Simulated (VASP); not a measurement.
Energy against volume of ZnS (wurtzite). Computed with LDA (Ceperley-Alder, Perdew-Zunger), VASP's LDA PAW potentials (set 64) (plane waves; VASP 6.6.1). Numerical set-up: 520 eV cut-off, 7×7×4 Γ-centred mesh, Gaussian smearing of 0.050 eV, potentials Zn S.

Shape and ions are relaxed at each volume.

```csv
V (Å³/atom),E (eV/atom)
17.524,-4.08015
18.083,-4.09561
18.642,-4.10046
19.202,-4.09631
```

Q: Fit these four points and predict the energy of the run at 19.761 Å³/atom.

A: A cubic in V^(−2/3), the third-order Birch-Murnaghan form, passes through the four points with V0 = 18.65 Å³/atom and B0 = 86 GPa, and gives -4.0846 eV/atom there. The run gave -4.0845 eV/atom, +0.0 meV/atom from the fit; all five points give B0 = 86 GPa.

The compound is ZnS in the wurtzite structure, the high-temperature form. It was relaxed first, which changed the volume by -6 %.
